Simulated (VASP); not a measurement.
Consider the following.

```xyz
2
Lattice="1.1301 -1.9574 0.0000 1.1301 1.9574 0.0000 0.0000 0.0000 3.5510" Properties=species:S:1:pos:R:3 pbc="T T T"
Be     1.1301     0.6525     0.8877
Be     1.1301    -0.6525     2.6632
```

Computed with PBEsol GGA, VASP's PBE PAW potentials (set 64) (plane waves; VASP). Settings: 400 eV cut-off, 21×21×12 Γ-centred mesh, tetrahedra with Blöchl corrections, potentials Be.

Question: What does the run give for the energy per atom (σ→0), band gap (on the k-mesh) with the smallest direct gap where there is one?

Answer: 
```yaml
band gap (on the k-mesh): none (metal, semimetal or under 0.01 eV)
energy per atom (σ→0): -3.996 eV/atom
```

The compound is Be in the hcp structure. It was relaxed first.
